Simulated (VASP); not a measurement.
A run of VASP 6.6.1:

Contents of POSCAR:

```
Tl2AgF12
1.0
    5.2354470000      0.0000000000      0.0000000000
    2.3585900000      5.0764970000      0.0000000000
    0.1673880000      2.3000150000      8.6621560000
F Tl Ag
12 2 1
Direct
    0.3230000000      0.2450000000      0.2230000000
    0.6770000000      0.7550000000      0.7770000000
    0.1340000000      0.7890000000      0.2860000000
    0.8660000000      0.2110000000      0.7140000000
    0.6820000000      0.7640000000      0.1260000000
    0.3180000000      0.2360000000      0.8740000000
    0.7710000000      0.2370000000      0.3700000000
    0.2290000000      0.7630000000      0.6300000000
    0.6840000000      0.7730000000      0.4270000000
    0.3160000000      0.2270000000      0.5730000000
    0.8000000000      0.2500000000      0.0480000000
    0.2000000000      0.7500000000      0.9520000000
    0.7261000000      0.0187200000      0.2263900000
    0.2739000000      0.9812800000      0.7736100000
    0.5000000000      0.5000000000      0.5000000000
```

File INCAR.step1:

```
SYSTEM = Tl2AgF12
PREC = Accurate
ENCUT = 520
ISMEAR = -1
SIGMA = 0.0103
LREAL = Auto
LASPH = .True.
NELM = 80
NBANDS = 74
GGA = PE
ALGO = Normal
EDIFF = 1E-4
LWAVE = .True.
LCHARG = .False.
```

The input INCAR.step2:

```
SYSTEM = Tl2AgF12
PREC = Accurate
ENCUT = 520
EDIFF = 1E-6
ISMEAR = -1
SIGMA = 0.0103
LREAL = Auto
LASPH = .True.
NELM = 80
ALGO = Normal
ISIF = 2
LWAVE = .False.
LCHARG = .False.
METAGGA = R2SCAN
LMIXTAU = .True.
NBANDS = 74
ISTART = 1
```

File KPOINTS:

```
Automatic mesh
0
Gamma
  4 4 2
  0.5 0 0.5
```

Potentials or basis: VASP PAW PBE potentials, release 64 (F, Tl_d, Ag).

Run with:

```bash
$ cat potpaw_PBE.64/F/POTCAR potpaw_PBE.64/Tl_d/POTCAR potpaw_PBE.64/Ag/POTCAR > POTCAR
$ cp INCAR.step1 INCAR
$ mpirun -np 1 vasp_std > vasp.out
$ cp INCAR.step2 INCAR
$ mpirun -np 1 vasp_std > vasp.out
```

Hardware: 1 thread of Intel(R) Xeon(R) Platinum 8488C (Sapphire Rapids) (shared host).

Problem. How long does it take, and how much memory?

Solution. Wall time 25 min on 1 thread of Intel(R) Xeon(R) Platinum 8488C (Sapphire Rapids) (shared host), peak memory 0.43 GiB. Counts: scf iterations 14, k points 16.
